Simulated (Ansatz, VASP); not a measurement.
# Si in two plane-wave programs, part 2 of 2

Aim: how closely do two programs agree when they are given the same cell, functional and k mesh? Of the first pair: The structure shown is frame 50 of Ansatz's trajectory.

VASP 6.6.1 and Ansatz 0.2.0.

So far. Step 3 (VASP: single point, PBE, pair 1): The run ends at a pressure of -5.66 GPa, with forces up to 2.9 eV/Å.

### 6. VASP: single point, PBE, pair 2

Level of this step: PBE; plane waves and PAW (Si) (VASP).

The same cell, functional, mesh and smearing now go to VASP, with its own data sets.

Contents of INCAR:

```
SYSTEM = Si
PREC = Accurate
ENCUT = 400
EDIFF = 1E-06
NELM = 120
ISMEAR = -1
SIGMA = 0.1
LREAL = Auto
ALGO = Normal
GGA = PE
NBANDS = 100
LORBIT = 11
LWAVE = .FALSE.
LCHARG = .FALSE.
ISIF = 2
LASPH = .TRUE.
GGA_COMPAT = .FALSE.
```

Contents of POSCAR:

```
Si
1.0
    9.0302639270      0.0000000000      0.0000000000
    0.0000000000      9.0302639270      0.0000000000
    0.0000000000      0.0000000000      9.0302639270
Si
36
Direct
    0.9336505550      0.2717993649      0.0372102162
    0.4863598712      0.0962956351      0.7495673498
    0.5789817487      0.3735680405      0.6052169731
    0.1379212180      0.3534256613      0.7401122552
    0.3822793030      0.4959291374      0.8193335278
    0.8063249379      0.2775903363      0.7762074269
    0.0992486023      0.0853992758      0.3282090118
    0.8217974646      0.5379757490      0.2464634498
    0.7341196286      0.0099421236      0.8083552218
    0.8470420202      0.2237070828      0.3405839547
    0.1774227213      0.7060471379      0.6303419309
    0.4118315954      0.8602360975      0.6034329721
    0.9359492777      0.7564533058      0.3342278835
    0.2329589719      0.8562616843      0.3506793407
    0.1128622605      0.4667341989      0.3539703851
    0.5782577389      0.5746196392      0.3448326677
    0.5740080292      0.7299837583      0.0194067498
    0.5563499628      0.8428103529      0.3890472115
    0.4391095357      0.9730564988      0.1537677095
    0.5655001937      0.1348877519      0.3650115907
    0.3716662134      0.2187006953      0.9550169375
    0.3170538561      0.2810356398      0.3560694378
    0.7399012979      0.6279040176      0.5466190180
    0.9406932144      0.8510132220      0.7383152977
    0.3044680667      0.6275585128      0.2372379246
    0.7145770104      0.4279157322      0.9992996882
    0.9190962819      0.4089537172      0.5707854213
    0.3165623976      0.4670913313      0.5539560129
    0.9564237623      0.9194179699      0.9856838071
    0.8198760287      0.9520256628      0.5190912511
    0.6015155309      0.6909804686      0.7642859673
    0.1411812556      0.0701375957      0.0569867065
    0.8560646801      0.5985366589      0.8177122020
    0.0582833463      0.4952603862      0.9603050442
    0.7550377326      0.9102408294      0.1465251748
    0.5280611994      0.2988971332      0.1515084178
```

Contents of KPOINTS:

```
Automatic mesh
0
Gamma
1 1 1
0 0 0
```

PAW data sets: Si (PBE family, release 64).

Started as:

```
> mpirun -np 4 vasp_gam
```

Numbers of over 12 decimals in the logs are rounded to 6 here.

What it wrote:

```text
[... set-up lines as in an earlier step ...]
 entering main loop
       N       E                     dE             d eps       ncg     rms          rms(c)
DAV:   1     0.572900797040E+03    0.57290E+03   -0.52735E+04   200   0.102E+03
DAV:   2    -0.108616658240E+03   -0.68152E+03   -0.63243E+03   256   0.186E+02
DAV:   3    -0.180058871492E+03   -0.71442E+02   -0.67952E+02   248   0.528E+01
DAV:   4    -0.182410176667E+03   -0.23513E+01   -0.23202E+01   256   0.114E+01
[...]
DAV:  14    -0.180346487487E+03   -0.13366E-04   -0.13163E-05   256   0.860E-03    0.484E-03
DAV:  15    -0.180346493007E+03   -0.55206E-05   -0.62693E-06   224   0.606E-03    0.201E-03
DAV:  16    -0.180346493650E+03   -0.64283E-06   -0.80995E-07   168   0.225E-03
   1 F= -.18034649E+03 E0= -.18012073E+03  d E =-.451533E+00
```

Parts of OUTCAR (step 6):

```text
  Total      -38.3442513    -39.7992749    -30.4049722      3.1479248      5.6238960      3.0798942
  in kB      -83.4275547    -86.5933242    -66.1536577      6.8491016     12.2361990      6.7010838
  external PRESSURE =     -78.7248455 kB  Pullay stress =       0.0000000 kB

 POSITION                                       TOTAL-FORCE (eV/Angst)
 -----------------------------------------------------------------------------------
      8.43111      2.45442      0.33602         0.030396     -0.626022      0.540288
      4.39196      0.86957      6.76879         0.478912      0.102777     -1.026576
      5.22836      3.37342      5.46527        -0.507058     -0.692242      0.145397
      1.24546      3.19153      6.68341         0.287918      0.288487      0.237181
      3.45208      4.47837      7.39880         0.491853     -0.311622      0.163684
      7.28133      2.50671      7.00936        -0.181852     -0.067362      0.375920
      0.89624      0.77118      2.96381         0.502918      0.849022     -0.749699
      7.42105      4.85806      2.22563         0.674302     -0.954051      0.246576
      6.62929      0.08978      7.29966        -0.205710      0.216871     -0.307007
      7.64901      2.02013      3.07556         0.005509      0.226063     -0.000105
      1.60217      6.37579      5.69215         0.587779      0.082661     -0.355991
      3.71895      7.76816      5.44916        -0.331234     -0.130391      1.079987
      8.45187      6.83097      3.01817        -0.132261      1.354070      0.309120
      2.10368      7.73227      3.16673        -0.197139      0.100271      0.571082
[...]
-----------------------------------------------------------------------------------
    total drift:                               -0.005956      0.002340     -0.002115

  FREE ENERGIE OF THE ION-ELECTRON SYSTEM (eV)
  ---------------------------------------------------
  free  energy   TOTEN  =      -180.3464936503 eV

  energy  without entropy=     -179.8949603016  energy(sigma->0) =     -180.12072698

[... 2 parts as in an earlier step ...]

[... 1 further part left out ...]
[key lines of the parts left out:]
E-fermi :   5.5823
```

The gap is under twice the smearing width, so the edge states are partly filled and the run can't tell a small gap from a semimetal.

### 7. Side by side

Forces on 9 of the 36 atoms, those with the largest forces and the largest differences (eV/Å; atoms numbered as in POSCAR):

| atom | Ansatz x, y, z | VASP x, y, z |
| --- | --- | --- |
| Si13 | -0.127, 1.355, 0.309 | -0.132, 1.354, 0.309 |
| Si15 | -0.588, 0.305, -1.019 | -0.574, 0.305, -1.010 |
| Si16 | -1.669, -0.428, -1.022 | -1.658, -0.418, -1.016 |
| Si17 | -0.209, 0.329, 1.678 | -0.201, 0.335, 1.677 |
| Si23 | 1.649, -0.250, -0.157 | 1.644, -0.257, -0.154 |
| Si24 | 0.319, -1.547, -0.930 | 0.310, -1.548, -0.927 |
| Si29 | -1.210, -0.596, -0.167 | -1.210, -0.587, -0.176 |
| Si32 | 1.281, 1.717, 1.215 | 1.269, 1.721, 1.215 |
| Si34 | 0.296, 0.066, 0.738 | 0.289, 0.059, 0.725 |

The forces differ by 5.6 meV/Å r.m.s., which is 0.9 % of the r.m.s. force of 0.651 eV/Å (both taken over all components).

### 8. Ansatz: dynamics, PBE

One frame of this run of dynamics is then solved in both programs, so the motion causes no difference.

The structure compared here is frame 27 of Ansatz's trajectory.

Contents of input.yaml:

```yaml
crystal:
  lattice:
    - [9.030263927, 0.0, 0.0]
    - [0.0, 9.030263927, 0.0]
    - [0.0, 0.0, 9.030263927]
  atoms:
    - { symbol: Si, position: [-0.1812665744, 0.1235941305, 1.0880667574] }
    - { symbol: Si, position: [0.5084038678, 0.1120765538, 0.7338759432] }
    - { symbol: Si, position: [0.593108003, 0.3698982568, 0.5883520056] }
    - { symbol: Si, position: [0.1991076399, 0.3234018783, 0.8166375215] }
    - { symbol: Si, position: [0.4524046432, 0.4682872152, 0.8014676061] }
    - { symbol: Si, position: [0.8636701261, 0.3065002714, -0.3507131524] }
    - { symbol: Si, position: [1.0852440375, 0.0662413251, 0.3443997075] }
    - { symbol: Si, position: [0.7603168346, 0.539351906, 0.2216137906] }
    - { symbol: Si, position: [0.7975010728, -0.0039382403, 0.8052002184] }
    - { symbol: Si, position: [0.7477404163, 0.2436425861, 0.2916089249] }
    - { symbol: Si, position: [0.1953781281, 0.7308350822, 0.6869520219] }
    - { symbol: Si, position: [0.4523212284, 0.7612670279, 0.645763294] }
    - { symbol: Si, position: [0.9554311079, 0.7710249855, 0.3424923078] }
    - { symbol: Si, position: [0.2641384761, 0.8876881073, 0.4284939348] }
    - { symbol: Si, position: [0.1114372773, 0.4328651759, 0.2722638744] }
    - { symbol: Si, position: [0.4999353837, 0.6150284939, 0.2396405358] }
    - { symbol: Si, position: [0.5446426261, 0.8419305383, 1.10562916] }
    - { symbol: Si, position: [0.6172491538, -0.1571196739, 0.3604134505] }
    - { symbol: Si, position: [0.5534906932, 1.097028126, 0.0214947197] }
    - { symbol: Si, position: [0.5084140122, 0.1400493946, 0.3975698013] }
    - { symbol: Si, position: [0.2961169852, 0.1578036156, 1.0097799077] }
    - { symbol: Si, position: [0.2678133392, 0.2474861806, 0.3578349076] }
    - { symbol: Si, position: [0.6294443487, 0.6179335806, 0.5283529375] }
    - { symbol: Si, position: [0.9317141008, 0.7902040625, 0.6435307741] }
    - { symbol: Si, position: [0.2485535347, 0.6153235305, 1.3960834568] }
    - { symbol: Si, position: [0.8251669255, 0.3888959152, -0.033843112] }
    - { symbol: Si, position: [0.8718981067, 0.4461638549, 0.4095507491] }
    - { symbol: Si, position: [0.3249791036, 0.323968701, 0.5931542279] }
    - { symbol: Si, position: [1.0052592834, -0.2487471887, -0.0756122577] }
    - { symbol: Si, position: [-0.2021670545, 1.0248667603, 0.4504009917] }
    - { symbol: Si, position: [0.6574726911, 0.7442901764, 0.8353507093] }
    - { symbol: Si, position: [0.0909762341, 0.0759501705, 0.0949597234] }
    - { symbol: Si, position: [0.8358225919, 0.5573630258, 0.7563606251] }
    - { symbol: Si, position: [0.0690835613, 0.5286504733, 1.0116317544] }
    - { symbol: Si, position: [0.8268607677, -0.217749181, 0.1168581279] }
    - { symbol: Si, position: [0.5129615851, 0.3340738336, 0.1709680566] }
kpoints:
  mp_grid: { grid: [1, 1, 1] }
scf:
  occupations: { method: fermi_dirac, width: 0.1 }
  n_extra_bands: 24
hamiltonian:
  xc: pbe
  pseudopotentials: { kind: paw }
output:
  forces: true
basis:
  ecutwfc: 320
md:
  timestep: 2.5
  n_steps: 80
  ensemble: nvt_langevin
  temperature: 300
  seed: 1
```

Started as:

```
> ansatz run input.yaml --threads 3 --pin off --max-ram 8192MiB --backend cpu --events-out ev --progress --plain --runs-dir out
```

What it wrote:

```text
[...]
Crystal: 36 atoms, lattice volume = 736.379 Å³
Basis set: ecut = 320 eV, 9627 PW (Γ), exchange–correlation on 108×108×108 points (8 copies of the dense FFT grid, shifted against one another)
Bands: 96, of which v1, the nominal top of the filled ones, is band 72 counted from 1 (71 counted from 0)
Symmetry: 1 space group operations
k-points: 1
[...]
atom   8  Si     0.09345480    -0.39052869    -0.21069035
[...]
atom  33  Si     0.06922060     0.64542266    -0.27380168
  atom  34  Si    -0.51133615     0.80576803     0.15141542
  atom  35  Si    -0.14561324     0.33047888    -0.84440365
  atom  36  Si     0.29821355     0.22562771    -0.09327100
  max |Σ_I F_I| component: 1.08e-5 eV/Å
--- MD trajectory: 80 steps, t = 0.0 → 200.0 fs ---
  final state: T = 312.0 K   F+E_penalty+E_count = -22878.96675397 eV   E_kin = 1.451789 eV
[key lines of the parts left out:]
SCF converged after 7 iterations
Free energy (F): -22878.966754 eV
Fermi energy:    6.069944 eV
```

### 9. VASP: single point, PBE, pair 3

The same cell, functional, mesh and smearing now go to VASP, with its own data sets.

Changes to INCAR since step 6:

```diff
@@ -17 +17,2 @@
 GGA_COMPAT = .FALSE.
+EFERMI = MIDGAP
```

Contents of POSCAR:

```
Si
1.0
    9.0302639270      0.0000000000      0.0000000000
    0.0000000000      9.0302639270      0.0000000000
    0.0000000000      0.0000000000      9.0302639270
Si
36
Direct
    0.8202592955      0.1027376395      0.0300355643
    0.5374540588      0.1111483571      0.7429245761
    0.6067588992      0.3473039133      0.6074221135
    0.1977264468      0.3606257831      0.8237084830
    0.4744559001      0.4600900963      0.8131740179
    0.8623203112      0.2960242382      0.7097475754
    0.0802245736      0.0297415449      0.3538672874
    0.7423103083      0.5311629913      0.1742537109
    0.7860329507      0.0125043964      0.7531454291
    0.7466427398      0.2324982987      0.3096251696
    0.1837364903      0.7008934679      0.6677542372
    0.4257116991      0.8234031763      0.6773393391
    0.9388737770      0.7669485694      0.3694708180
    0.2787327170      0.8833023115      0.4413083640
    0.1026993239      0.4556081675      0.2829554065
    0.4815264576      0.5984749774      0.2733584555
    0.5567846123      0.8026906034      0.0898421220
    0.6322164054      0.8692408096      0.3703892851
    0.5543328568      0.0957621040      0.0105114314
    0.5071915989      0.0934296059      0.4449232085
    0.2925295452      0.1756549989      0.9965026574
    0.2616290088      0.2454748851      0.3382816964
    0.6351012602      0.6330424056      0.5125712867
    0.9066236675      0.7927047380      0.6439728724
    0.2360677403      0.6201476552      0.4150536577
    0.8281574116      0.3683222359      0.9725252770
    0.8750068729      0.4625370901      0.4333814639
    0.3020959323      0.3296662228      0.6066832647
    0.0153379873      0.7804139485      0.9110168865
    0.8372937921      0.0355510177      0.4866567617
    0.6316085605      0.7562673755      0.8321704726
    0.0783867455      0.0150993372      0.0790443121
    0.8243479991      0.5735097049      0.7458392196
    0.0518032478      0.4735785171      0.0221179663
    0.8288841899      0.8021458714      0.1109882289
    0.4721017054      0.2900601822      0.1835827849
```

KPOINTS is that of step 6.

Started as:

```
> mpirun -np 4 vasp_gam
```

What it wrote:

```text
[... set-up lines as in an earlier step ...]
 entering main loop
       N       E                     dE             d eps       ncg     rms          rms(c)
DAV:   1     0.571085274249E+03    0.57109E+03   -0.52965E+04   200   0.102E+03
DAV:   2    -0.116171286438E+03   -0.68726E+03   -0.63854E+03   260   0.185E+02
DAV:   3    -0.183462012510E+03   -0.67291E+02   -0.65211E+02   256   0.524E+01
DAV:   4    -0.185431951824E+03   -0.19699E+01   -0.19499E+01   248   0.109E+01
[...]
DAV:  14    -0.183398102663E+03   -0.95204E-05   -0.12639E-05   248   0.878E-03    0.443E-03
DAV:  15    -0.183398106617E+03   -0.39537E-05   -0.43173E-06   208   0.527E-03    0.187E-03
DAV:  16    -0.183398107196E+03   -0.57934E-06   -0.74928E-07   176   0.237E-03
   1 F= -.18339811E+03 E0= -.18325342E+03  d E =-.289379E+00
```

OUTCAR, selected parts (step 9):

```text
  Total      -25.6425188    -39.3835594    -32.8808194     -1.3888280      1.1054884      1.9233231
  in kB      -55.7917435    -85.6888306    -71.5404855     -3.0217443      2.4052677      4.1846728
  external PRESSURE =     -71.0070199 kB  Pullay stress =       0.0000000 kB

 POSITION                                       TOTAL-FORCE (eV/Angst)
 -----------------------------------------------------------------------------------
      7.40716      0.92775      0.27123         0.962149     -0.214813      0.736912
      4.85335      1.00370      6.70881        -0.884870     -0.377989     -0.352082
      5.47919      3.13625      5.48518        -0.743311      0.334313      0.078179
      1.78552      3.25655      7.43831        -0.426258      0.200297      1.624542
      4.28446      4.15473      7.34318        -0.093017     -0.236312     -0.130217
      7.78698      2.67318      6.40921         0.543477      0.376407     -0.585997
      0.72445      0.26857      3.19552         0.220049      0.268281     -0.391087
      6.70326      4.79654      1.57356         0.179973     -0.219191     -0.141518
      7.09809      0.11292      6.80110         0.290451      0.047382      0.783704
      6.74238      2.09952      2.79600         0.123330      0.030761     -0.018452
      1.65919      6.32925      6.03000         0.062244      0.351307      0.572528
      3.84429      7.43555      6.11655         0.663801     -0.025678      0.029065
      8.47828      6.92575      3.33642        -0.513312     -0.190176     -0.263910
      2.51703      7.97645      3.98513         0.514223     -0.262373     -0.221588
[...]
-----------------------------------------------------------------------------------
    total drift:                                0.001505      0.009215      0.001083

  FREE ENERGIE OF THE ION-ELECTRON SYSTEM (eV)
  ---------------------------------------------------
  free  energy   TOTEN  =      -183.3981071959 eV

  energy  without entropy=     -183.1087281086  energy(sigma->0) =     -183.25341765

[... 2 parts as in an earlier step ...]

[... 1 further part left out ...]
[key lines of the parts left out:]
E-fermi :   5.7042
```

The run ends at a pressure of -7.10 GPa, with forces up to 2.3 eV/Å.

### 10. Differences

Forces on 10 of the 36 atoms, those with the largest forces and the largest differences (eV/Å; atoms numbered as in POSCAR):

| atom | Ansatz x, y, z | VASP x, y, z |
| --- | --- | --- |
| Si1 | 0.965, -0.218, 0.743 | 0.962, -0.215, 0.737 |
| Si4 | -0.439, 0.204, 1.626 | -0.426, 0.200, 1.625 |
| Si6 | 0.555, 0.370, -0.593 | 0.543, 0.376, -0.586 |
| Si11 | 0.054, 0.344, 0.582 | 0.062, 0.351, 0.573 |
| Si19 | -0.829, -0.765, 0.684 | -0.831, -0.761, 0.680 |
| Si28 | 1.299, 0.510, -1.792 | 1.298, 0.512, -1.781 |
| Si30 | 0.309, 0.343, -1.113 | 0.309, 0.341, -1.113 |
| Si31 | -0.565, -0.689, -0.702 | -0.567, -0.690, -0.700 |
| Si34 | 0.753, 0.884, -0.261 | 0.747, 0.877, -0.264 |
| Si36 | 0.485, 0.348, 0.034 | 0.475, 0.336, 0.029 |

The forces differ by 5.3 meV/Å r.m.s., which is 1.0 % of the r.m.s. force of 0.532 eV/Å (both taken over all components).

### 11. Outcome

```json
{
 "r.m.s. force difference (single point, PBE, pair 1)": "0.73 % of the r.m.s. force",
 "r.m.s. force difference (single point, PBE, pair 2)": "0.86 % of the r.m.s. force",
 "r.m.s. force difference (single point, PBE, pair 3)": "1.00 % of the r.m.s. force"
}
```

**Reading.** The r.m.s. force difference is 1.00 % of the r.m.s. force (single point, PBE, pair 3), within the 3 % picked in this series as the mark of a large difference. 6 further runs of this series are not shown here. How closely two codes agree says nothing of how well the functional describes the real material.

[Lines on the potential files, build, host, timing and source positions are cut from VASP's logs without a mark.]

[Logs are printed without paths, hosts, clocks, repeated set-up lines and the standing remarks that a program may print on its own settings, such as how far it seeks lower states.]

[Hosts, paths, dates, database ids (printed as entryN), source tags and the programs' standing remarks are cut or masked in the printed files.]
